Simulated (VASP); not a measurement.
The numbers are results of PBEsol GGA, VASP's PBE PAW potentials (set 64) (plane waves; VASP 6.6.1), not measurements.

VASP ran on this input.

### KPOINTS
```
Automatic
0
gamma
  14 14 14
```

### INCAR
```
# general
SYSTEM  = Nb
PREC    = Accurate
ENCUT   = 480
LREAL   = F
LASPH   = T

# electronic loop
EDIFF   = 1E-7
NELM    = 100
ALGO    = Normal
LMAXMIX = 4

# smearing
ISMEAR  = 1
SIGMA   = 0.1

# functional
GGA     = PS

# ions
IBRION  = 2
NSW     = 40
ISIF    = 3
EDIFFG  = -0.01
PSTRESS = 20

# output
LWAVE   = F
LCHARG  = F
```

**POSCAR**
```
Nb
1.0
 -1.6286763476   1.6286763476   1.6286763476
  1.6286763476  -1.6286763476   1.6286763476
  1.6286763476   1.6286763476  -1.6286763476
Nb
1
direct
  0.0000000000   0.0000000000   0.0000000000
```

POTCAR, in this order: Nb_sv (PBE.64 set). Program: vasp_std.

The resulting files:

### OSZICAR
```
       N       E                     dE             d eps       ncg     rms          rms(c)
DAV:   1     0.109094943973E+03    0.10909E+03   -0.72057E+03  2096   0.123E+03
DAV:   2    -0.643782159764E+01   -0.11553E+03   -0.11273E+03  2242   0.429E+02
DAV:   3    -0.111581948232E+02   -0.47204E+01   -0.44665E+01  3076   0.736E+01
DAV:   4    -0.113913261236E+02   -0.23313E+00   -0.23126E+00  2950   0.151E+01
DAV:   5    -0.114039063147E+02   -0.12580E-01   -0.12571E-01  3126   0.248E+00    0.789E+00
DAV:   6    -0.109912606590E+02    0.41265E+00   -0.78792E-01  3220   0.117E+01    0.279E+00
DAV:   7    -0.109407856167E+02    0.50475E-01   -0.23854E-01  3250   0.629E+00    0.930E-01
DAV:   8    -0.109449142609E+02   -0.41286E-02   -0.12841E-02  2394   0.170E+00    0.573E-02
DAV:   9    -0.109449423207E+02   -0.28060E-04   -0.93901E-04  3470   0.353E-01    0.402E-02
DAV:  10    -0.109449566140E+02   -0.14293E-04   -0.21812E-05  2500   0.630E-02    0.166E-02
DAV:  11    -0.109449504956E+02    0.61185E-05   -0.66885E-06  2388   0.496E-02    0.304E-03
DAV:  12    -0.109449505249E+02   -0.29322E-07   -0.27106E-07  2418   0.617E-03
   1 F= -.10729234E+02 E0= -.10729345E+02  d E =-.107292E+02
```

**OUTCAR**
```
------------------------ aborting loop because EDIFF is reached ----------------------------------------
  FORCE on cell =-STRESS in cart. coord.  units (eV):
  Direction    XX          YY          ZZ          XY          YZ          ZX
  --------------------------------------------------------------------------------------
  Total        0.2114809      0.2114809      0.2114809     -0.0000000      0.0000000      0.0000000
  in kB       19.6072793     19.6072793     19.6072793     -0.0000000      0.0000000      0.0000000
  external PRESSURE =      -0.3927207 kB  Pullay stress =      20.0000000 kB
  volume of cell :       17.28
      direct lattice vectors                 reciprocal lattice vectors
    -1.628676348  1.628676348  1.628676348     0.000000000  0.306997766  0.306997766
     1.628676348 -1.628676348  1.628676348     0.306997766  0.000000000  0.306997766
     1.628676348  1.628676348 -1.628676348     0.306997766  0.306997766  0.000000000
 POSITION                                       TOTAL-FORCE (eV/Angst)
 -----------------------------------------------------------------------------------
      0.00000      0.00000      0.00000        -0.000000      0.000000     -0.000000
 -----------------------------------------------------------------------------------
    total drift:                               -0.000000     -0.000000      0.000000
  FREE ENERGIE OF THE ION-ELECTRON SYSTEM (eV)
  ---------------------------------------------------
  free  energy   TOTEN  =       -10.9449505249 eV

  energy  without entropy=      -10.9452840669  energy(sigma->0) =      -10.94506171
  enthalpy is  TOTEN    =       -10.7292338225 eV   P V=        0.2157167024

 reached required accuracy - stopping structural energy minimisation
```
(Selected blocks of OUTCAR.)

The compound is Nb in the bcc structure. It was relaxed first under an external pressure of 2 GPa.
